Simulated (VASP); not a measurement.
OSZICAR of a VASP run on Cd4S2Se2 (ordered alloy cell):

OSZICAR:
```
       N       E                     dE             d eps       ncg     rms          rms(c)
DAV:   1     0.138562999749E+04    0.13856E+04   -0.58433E+00  1290   0.184E+01    0.896E+00
DAV:   2     0.138431051910E+04   -0.13195E+01   -0.93486E+00  1290   0.188E+01    0.280E+01
DAV:   3     0.138296410950E+04   -0.13464E+01   -0.74050E-01  1505   0.361E+00    0.334E+01
DAV:   4     0.138370762310E+04    0.74351E+00   -0.64900E-01  1502   0.333E+00    0.259E+01
DAV:   5     0.138660006594E+04    0.28924E+01   -0.25396E+00  1455   0.519E+00    0.180E+01
DAV:   6     0.138718602676E+04    0.58596E+00   -0.14285E-01  1365   0.138E+00    0.165E+01
DAV:   7     0.138772969028E+04    0.54366E+00   -0.10607E-01  1386   0.137E+00    0.144E+01
DAV:   8     0.138906454264E+04    0.13349E+01   -0.31784E-01  1373   0.253E+00    0.745E+00
DAV:   9     0.139075229039E+04    0.16877E+01   -0.17099E-01  1341   0.222E+00    0.152E+00
DAV:  10     0.139080127008E+04    0.48980E-01   -0.45657E-02  1305   0.118E+00    0.204E+00
DAV:  11     0.139102939699E+04    0.22813E+00   -0.89252E-03  1478   0.466E-01    0.819E-01
DAV:  12     0.139106558992E+04    0.36193E-01   -0.44317E-03  1338   0.368E-01    0.660E-01
DAV:  13     0.139123400391E+04    0.16841E+00   -0.31102E-03  1402   0.359E-01    0.313E-01
DAV:  14     0.139124716746E+04    0.13164E-01   -0.96511E-04  1467   0.156E-01    0.130E-01
DAV:  15     0.139124727333E+04    0.10586E-03   -0.26775E-04  1370   0.640E-02    0.207E-01
DAV:  16     0.139123488385E+04   -0.12389E-01   -0.32473E-04  1346   0.875E-02    0.736E-02
DAV:  17     0.139122831376E+04   -0.65701E-02   -0.12589E-04  1323   0.601E-02    0.385E-02
DAV:  18     0.139123459819E+04    0.62844E-02   -0.18653E-05  1359   0.264E-02    0.172E-02
DAV:  19     0.139123506685E+04    0.46866E-03   -0.41700E-06  1208   0.975E-03    0.120E-02
DAV:  20     0.139122804601E+04   -0.70208E-02   -0.81369E-06  1107   0.127E-02    0.369E-02
DAV:  21     0.139122887420E+04    0.82819E-03   -0.39809E-06  1113   0.103E-02    0.815E-03
DAV:  22     0.139122988630E+04    0.10121E-02   -0.49796E-07   753   0.434E-03    0.329E-03
DAV:  23     0.139122971497E+04   -0.17133E-03   -0.15927E-07   717   0.224E-03    0.244E-03
DAV:  24     0.139122932414E+04   -0.39083E-03   -0.52172E-08   705   0.112E-03    0.311E-03
DAV:  25     0.139122943893E+04    0.11479E-03   -0.27402E-08   699   0.730E-04    0.833E-04
DAV:  26     0.139122952819E+04    0.89259E-04   -0.24870E-08   699   0.581E-04    0.814E-04
DAV:  27     0.139122980104E+04    0.27285E-03   -0.83406E-09   690   0.556E-04    0.162E-03
DAV:  28     0.139122982794E+04    0.26894E-04   -0.42387E-09   684   0.383E-04    0.787E-04
DAV:  29     0.139122982840E+04    0.46094E-06   -0.31063E-09   681   0.224E-04
   1 F= 0.13912298E+04 E0= 0.13912298E+04  d E =-.410963E-13
       N       E                     dE             ncg
       N       E                     dE             ncg
       N       E                     dE             ncg
       N       E                     dE             ncg
```

### Question
Which electronic solver shows in the log?

### Answer
It is blocked Davidson (ALGO = Normal, or the opening steps of other solvers). The INCAR had ALGO = Normal.

### Question
Can the final energy be trusted as converged?

### Answer
Self-consistency was reached. It stopped with EDIFF = 1E-6, NELM = 200 (modified Becke-Johnson potential (mBJ), plane waves, VASP's PBE PAW potentials (set 64)). mBJ is a potential without an energy functional, so only the levels count.

The structure was generated: Cd4S2Se2 was put into an ordered model structure (Pmn2_1), which need not be its known phase. It was relaxed first. The k-mesh is coarse (spacing up to 0.42 per Å, 2π included), so the numbers may not be converged in it. The cell's shape comes from a PBE relaxation.
